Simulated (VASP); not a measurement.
Here is the system:

```xyz
6
Lattice="-1.9005 1.9005 4.7837 1.9005 -1.9005 4.7837 1.9005 1.9005 -4.7837" Properties=species:S:1:pos:R:3 pbc="T T T"
Ti     0.0000     1.9005     2.3919
Ti     0.0000     0.0000     0.0000
O      0.0000     1.9005     0.3987
O      0.0000     0.0000     7.5744
O      0.0000     0.0000     1.9931
O      0.0000     1.9005     4.3850
```

All values below come from PBE GGA with D3 dispersion (zero damping), VASP's PBE PAW potentials (set 64) (plane waves; VASP 6.6.1). Run with 520 eV cut-off, 9×9×9 Γ-centred mesh, tetrahedra with Blöchl corrections, potentials Ti_sv O.

The cores are frozen, which limits the accuracy of field gradients.

Task: Give the principal components of the electric field gradient (V/Å²) and the asymmetry η at each nucleus.

Result: 
| atom | Vxx | Vyy | Vzz | η |
|---|---|---|---|---|
| Ti1 | -4.9 | -4.9 | 9.8 | 0.00 |
| Ti2 | -4.9 | -4.9 | 9.8 | 0.00 |
| O3 | -12.6 | -5.2 | 17.7 | 0.42 |
| O4 | -12.6 | -5.2 | 17.7 | 0.42 |
| O5 | -12.6 | -5.2 | 17.7 | 0.42 |
| O6 | -12.6 | -5.2 | 17.7 | 0.42 |

The compound is TiO2 in the anatase structure, one of several forms; rutile is the usual stable one. It was relaxed first.
